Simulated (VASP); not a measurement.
These are PW91 GGA, VASP's PBE PAW potentials (set 64) (plane waves; VASP) values and carry that method's errors.

VASP input:

File POSCAR:
```
KCl
1.0
  0.0000000000   3.1897618059   3.1897618059
  3.1897618059   0.0000000000   3.1897618059
  3.1897618059   3.1897618059   0.0000000000
K Cl
1 1
Direct
  0.0000000000   0.0000000000   0.0000000000
  0.5000000000   0.5000000000   0.5000000000
```

**INCAR**
```
ALGO=Normal
EDIFF=1E-6
EDIFFG=-0.01
ENCUT=520
GGA=91
IBRION=2
ISIF=3
ISMEAR=0
LASPH=.TRUE.
LCHARG=.FALSE.
LREAL=.FALSE.
LWAVE=.FALSE.
NELM=100
NSW=60
PREC=Accurate
SIGMA=0.05
SYSTEM=KCl
```

### KPOINTS
```
Automatic mesh
0
Gamma
7 7 7
0 0 0
```

POTCAR, in this order: K_sv Cl (PBE.64 set). Program: vasp_std.

### Question
What will the output report for the number of irreducible k-points (NKPTS), largest plane-wave count, number of space-group operations, FFT grid (NGX, NGY, NGZ)?

### Answer

- number of irreducible k-points (NKPTS) = 20
- largest plane-wave count = 1807
- number of space-group operations = 48
- FFT grid (NGX, NGY, NGZ) = 36 × 36 × 36

The compound is KCl in the rock salt structure. It was relaxed first. The start is the result of an earlier pass.
